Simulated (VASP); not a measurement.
Given:

```xyz
5
Lattice="3.7816 0.0000 0.0000 0.0000 3.7816 0.0000 0.0000 0.0000 3.7816" Properties=species:S:1:pos:R:3 pbc="T T T"
Sr     0.0000     0.0000     0.0000
Ti     1.8908     1.8908     1.8908
O      1.8908     0.0000     1.8908
O      0.0000     1.8908     1.8908
O      1.8908     1.8908     0.0000
```

The numbers are results of PBEsol GGA, VASP's PBE PAW potentials (set 64) (plane waves; VASP), not measurements. Run with 620 eV cut-off, 6×6×6 Γ-centred mesh, Gaussian smearing of 0.050 eV, potentials Sr_sv Ti_sv O.

Energy and stress use the plane-wave basis of the starting cell.

Question: The ions, cell shape and volume at an external pressure of 30.0 GPa are relaxed. What does this cell relax into?

Answer: 
```xyz
5
Lattice="3.7382 0.0000 0.0000 0.0000 3.7382 0.0000 0.0000 0.0000 3.7382" Properties=species:S:1:pos:R:3 pbc="T T T"
Sr     0.0000     0.0000     0.0000
Ti     1.8691     1.8691     1.8691
O      1.8691     0.0000     1.8691
O      0.0000     1.8691     1.8691
O      1.8691     1.8691     0.0000
```
Space group Pm-3m (221), at a tolerance of 0.03 Å.

Question: How do energy and volume change from the first to the last step?

Answer: The energy (σ→0) changes by +56.7 meV/atom and the volume by -3.4 %, in 3 ionic steps.

The compound is SrTiO3 in the cubic perovskite structure, the ideal cubic form; the compound distorts at low or room temperature. This run relaxes it under an external pressure of 30 GPa. Symmetry was kept, so distortions that lower it aren't found.
